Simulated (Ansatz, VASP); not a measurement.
# Two plane-wave programs on KMgI3

```
CELL_PARAMETERS angstrom
5.92788 0.00000 0.00000
0.00000 5.92788 0.00000
0.00000 0.00000 5.92788
ATOMIC_POSITIONS crystal
K 0.00000 0.00000 0.00000
Mg 0.50000 0.50000 0.50000
I 0.50000 0.50000 0.00000
I 0.50000 0.00000 0.50000
I 0.00000 0.50000 0.50000
```

Alike in both runs: task single point; functional r2SCAN; k mesh 4 × 4 × 4; no spin polarisation.

```csv
,VASP,Ansatz
version,VASP 6.6.1,Ansatz 0.2.0
potentials or method,"VASP PAW PBE potentials, release 64 (K_sv, Mg, I)","plane waves, PAW"
plane-wave cutoff (eV),520,500
occupations,"gaussian, width 0.01 eV",fixed
valence electrons in the cell,32,70
```

```csv
,VASP,Ansatz,Ansatz less VASP
gap on the k mesh at the Fermi level (eV),1.74,1.78,+0.041
pressure (GPa),-1.1,-1.1,+0.07
```

The two sets of potentials don't hold the same shells in valence.

Caveats: the PAW data sets were made with another functional, which shifts forces and pressure a little (VASP); spin-orbit coupling is left out, which moves the levels of the heavy elements. A k mesh can miss the band edges. r2SCAN opens gaps a little over a GGA but as a rule still falls short of measured ones.
